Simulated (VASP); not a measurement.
Input:

```xyz
5
Lattice="1.9697 -3.4117 0.0000 1.9697 3.4117 0.0000 0.0000 0.0000 6.1799" Properties=species:S:1:pos:R:3 pbc="T T T"
La     1.9697     1.1372     1.5275
La     1.9697    -1.1372     4.6523
O      0.0000     0.0000     0.0000
O      1.9697     1.1372     3.9914
O      1.9697    -1.1372     2.1885
```

These are PBE GGA, VASP's PBE PAW potentials (set 64) (plane waves; VASP) values and carry that method's errors. Numerical set-up: 520 eV cut-off, 7×7×4 Γ-centred mesh, tetrahedra with Blöchl corrections, potentials La O.

Question: Estimate the energy per atom (σ→0).

Answer: 
| Property | Result |
|---|---|
| energy per atom (σ→0) | -8.365 eV/atom |

The absolute energy has meaning only against runs of the same code, potentials and settings.

The compound is La2O3 in the a-type structure. It was relaxed first.
